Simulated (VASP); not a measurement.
Computed with PBE GGA, VASP's PBE PAW potentials (set 64) (plane waves; VASP 6.6.1).

A VASP calculation is set up with these files.

**KPOINTS**
```
Regular mesh
0
gamma
  5 5 7
```

POSCAR:
```
PbO2
1
    5.0687934908     0.0000000000     0.0000000000
    0.0000000000     5.0687934908     0.0000000000
    0.0000000000     0.0000000000     3.4552715652
Pb O
2 4
Direct
  1.0000000000   1.0000000000   0.0000000000
  0.5000000000   0.5000000000   0.5000000000
  0.3077796410   0.3077796410   0.0000000000
  0.8077796410   0.1922203590   0.5000000000
  0.1922203590   0.8077796410   0.5000000000
  0.6922203590   0.6922203590   1.0000000000
```

### INCAR
```
SYSTEM = PbO2
PREC = Accurate; ENCUT = 520; LREAL = .False.
LASPH = .True.
EDIFF = 1E-7; NELM = 100; ALGO = Normal
LMAXMIX = 4
ISMEAR = 0; SIGMA = 0.05
GGA = PE
IBRION = 2; NSW = 30; ISIF = 4
EDIFFG = -0.01
LWAVE = .False.; LCHARG = .False.
```

POTCAR, in this order: Pb_d O (PBE.64 set). Program: vasp_std.

Q: Estimate the energy per atom (σ→0).

A: 
The energy per atom (σ→0) comes out as -5.311 eV/atom.

**OSZICAR**
```
...
DAV:   1    -0.318687699301E+02   -0.80786E-03   -0.79804E-02  1488   0.212E+00    0.162E-01
DAV:   2    -0.318684069879E+02    0.36294E-03   -0.32370E-03  1977   0.553E-01    0.970E-02
DAV:   3    -0.318680808716E+02    0.32612E-03   -0.47948E-04  2198   0.285E-01    0.130E-02
DAV:   4    -0.318680884365E+02   -0.75649E-05   -0.10552E-04  1701   0.761E-02    0.689E-03
DAV:   5    -0.318680877176E+02    0.71885E-06   -0.45264E-06  2019   0.228E-02    0.139E-03
DAV:   6    -0.318680878750E+02   -0.15736E-06   -0.10782E-06  1804   0.821E-03    0.121E-03
DAV:   7    -0.318680878877E+02   -0.12697E-07   -0.30283E-08  1038   0.214E-03
   3 F= -.31868088E+02 E0= -.31867997E+02  d E =-.456424E-03
```

The compound is PbO2 in the rutile structure. This run relaxes it. Symmetry was kept, so distortions that lower it aren't found.
